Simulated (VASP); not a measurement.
Output of a VASP run:

OSZICAR:
```
       N       E                     dE             d eps       ncg     rms          rms(c)
DAV:   1     0.127426762145E+03    0.12743E+03   -0.11174E+04  5367   0.149E+03
DAV:   2    -0.206214044358E+02   -0.14805E+03   -0.14596E+03  5975   0.361E+02
DAV:   3    -0.256079825748E+02   -0.49866E+01   -0.48874E+01  6656   0.574E+01
DAV:   4    -0.257001784711E+02   -0.92196E-01   -0.92150E-01  6642   0.913E+00
DAV:   5    -0.257034504938E+02   -0.32720E-02   -0.32718E-02  7838   0.155E+00    0.223E+01
DAV:   6    -0.248798247762E+02    0.82363E+00   -0.55763E+00  6024   0.167E+01    0.672E+00
DAV:   7    -0.247906313138E+02    0.89193E-01   -0.44069E-01  6437   0.405E+00    0.414E+00
DAV:   8    -0.247627512226E+02    0.27880E-01   -0.59414E-02  7582   0.225E+00    0.245E-01
DAV:   9    -0.247621318019E+02    0.61942E-03   -0.22878E-03  6851   0.367E-01    0.162E-01
DAV:  10    -0.247620987698E+02    0.33032E-04   -0.46056E-04  6978   0.203E-01    0.146E-02
DAV:  11    -0.247620951812E+02    0.35886E-05   -0.48698E-05  6284   0.587E-02    0.733E-03
DAV:  12    -0.247620945870E+02    0.59416E-06   -0.46619E-06  5504   0.149E-02
   1 F= -.24762095E+02 E0= -.24762178E+02  d E =0.249687E-03
```

OUTCAR:
```
------------------------ aborting loop because EDIFF is reached ----------------------------------------
  FORCE on cell =-STRESS in cart. coord.  units (eV):
  Direction    XX          YY          ZZ          XY          YZ          ZX
  --------------------------------------------------------------------------------------
  Total       -2.1331039     -2.1331039     -2.4732925      0.0000000      0.0000000      0.0000000
  in kB      -79.8325956    -79.8325956    -92.5643414      0.0000000      0.0000000      0.0000000
  external PRESSURE =     -84.0765109 kB  Pullay stress =       0.0000000 kB
  volume of cell :       42.81
      direct lattice vectors                 reciprocal lattice vectors
    -1.637100000  1.637100000  3.993300000     0.000000000  0.305418117  0.125209726
     1.637100000 -1.637100000  3.993300000     0.305418117  0.000000000  0.125209726
     1.637100000  1.637100000 -3.993300000     0.305418117  0.305418117  0.000000000
 POSITION                                       TOTAL-FORCE (eV/Angst)
 -----------------------------------------------------------------------------------
      0.00000      0.00000      5.31109         0.000000      0.000000     -0.020200
      0.00000      0.00000      2.67551        -0.000000     -0.000000      0.020200
      0.00000      0.00000      0.00000        -0.000000     -0.000000      0.000000
 -----------------------------------------------------------------------------------
    total drift:                                0.000000     -0.000000     -0.000000
  FREE ENERGIE OF THE ION-ELECTRON SYSTEM (eV)
  ---------------------------------------------------
  free  energy   TOTEN  =       -24.7620945870 eV

  energy  without entropy=      -24.7623442736  energy(sigma->0) =      -24.76217782
```
(Selected blocks of OUTCAR.)

### POSCAR
```
WSi2
1
   -1.6371000000     1.6371000000     3.9933000000
    1.6371000000    -1.6371000000     3.9933000000
    1.6371000000     1.6371000000    -3.9933000000
Si W
2 1
Direct
  0.6650000000   0.6650000000   0.0000000000
  0.3350000000   0.3350000000   0.0000000000
  0.0000000000   0.0000000000   0.0000000000
```

Question: Reconstruct the remaining input files.

Answer: This is not unique; one that fits is the input of the run itself, PBE GGA, plane waves, VASP's PBE PAW potentials (set 64).

### KPOINTS
```
Automatic mesh
0
G
  12 12 12
```

INCAR:
```
ALGO=Normal
EDIFF=1E-6
ENCUT=520
GGA=PE
ISIF=2
ISMEAR=1
LASPH=T
LCHARG=F
LMAXMIX=6
LREAL=F
LWAVE=F
NELM=100
PREC=Accurate
SIGMA=0.1
SYSTEM=WSi2
```

POTCAR, in this order: Si_GW W_sv (PBE.64 set). Program: vasp_std.

The compound is WSi2 in the MoSi2 type structure. The cell was not relaxed at this level. The run is one of a series of settings (ENCUT = 520, POTCAR Si_GW W_sv (PBE.64 set) against the base run), some of them coarse on purpose.
